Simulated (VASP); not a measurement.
Input of a VASP 6.6.1 run:

INCAR

```
SYSTEM = Mg2PbN2
ALGO = Normal
EDIFF = 1E-7
ENCUT = 520
GGA = PE
ISIF = 2
ISMEAR = 0
LASPH = .True.
LCHARG = .False.
LREAL = .False.
LWAVE = .False.
NBANDS = 22
NELM = 100
PREC = Accurate
SIGMA = 0.01
```

The input KPOINTS:

```
k-points
0
Gamma
  6 6 3
  0 0 0
```

Contents of POSCAR:

```
Mg2PbN2
1.0
    3.6268640000      0.0000000000      0.0000000000
   -1.8134320000      3.1409560000      0.0000000000
    0.0000000000      0.0000000000      6.5658920000
Mg Pb N
2 1 2
Direct
    0.6666666667      0.3333333333      0.1387760000
    0.3333333333      0.6666666667      0.8612240000
    0.0000000000      0.0000000000      0.5000000000
    0.6666666667      0.3333333333      0.7974550000
    0.3333333333      0.6666666667      0.2025450000
```

Potentials or basis: VASP PAW PBE potentials, release 64 (Mg, Pb_d, N).

Command:

```sh
$ cat potpaw_PBE.64/Mg/POTCAR potpaw_PBE.64/Pb_d/POTCAR potpaw_PBE.64/N/POTCAR > POTCAR
$ mpirun -np 1 vasp_std > vasp.out
```

(1) What does it give for the largest force?

(2) Estimate the band gap on the k mesh.

(3) What does it give for the pressure?

Results:

(1) 0.005 eV/Å.

(2) 0.63 eV, indirect (least direct gap 1.37 eV).

(3) -0.4 GPa.

Caveat: spin-orbit coupling is left out, which as a rule narrows the gap of such compounds by several tenths of an eV; an odd mesh through Γ misses points on the zone boundary, where band edges often lie.
